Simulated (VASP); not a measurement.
Here is the system:

```
ZrS2
1.0
    1.84600    -3.19736     0.00000
    1.84600     3.19736     0.00000
    0.00000     0.00000     5.99738
Zr S
1 2
Direct
  0.00000   0.00000   0.00000
  0.33333   0.66667   0.23863
  0.66667   0.33333   0.76137
```

All values below come from SCAN meta-GGA, VASP's PBE PAW potentials (set 64) (plane waves; VASP). Numerical set-up: 520 eV cut-off, 8×8×4 Γ-centred mesh, tetrahedra with Blöchl corrections, potentials Zr_sv S.

The path is coarsely sampled, so an indirect gap can come out somewhat too large.

Question: Give the energies of bands 7 to 15 at the high-symmetry points, in eV from the valence-band maximum.

Answer: 
```tsv
band	Γ	M	K	A	L	H
7	-4.34	-4.38	-3.42	-3.36	-4.49	-3.51
8	-2.93	-2.65	-3.38	-2.90	-3.19	-3.51
9	-2.93	-2.58	-3.38	-2.90	-2.70	-3.12
10	-0.14	-2.41	-2.05	-1.65	-2.26	-1.94
11	-0.14	-1.75	-2.05	-0.25	-1.06	-1.82
12	-0.04	-1.27	-1.48	-0.25	-0.83	-1.82
13	1.89	1.49	2.51	1.86	1.33	2.62
14	1.89	3.60	3.53	1.86	3.58	3.29
15	2.80	3.87	3.53	3.15	3.87	3.29
```

The gap is indirect, 1.33 eV, from the valence maximum at K-Γ at 0.80 to the conduction minimum at L.

The compound is ZrS2 in the 1T layered structure. It was relaxed first.
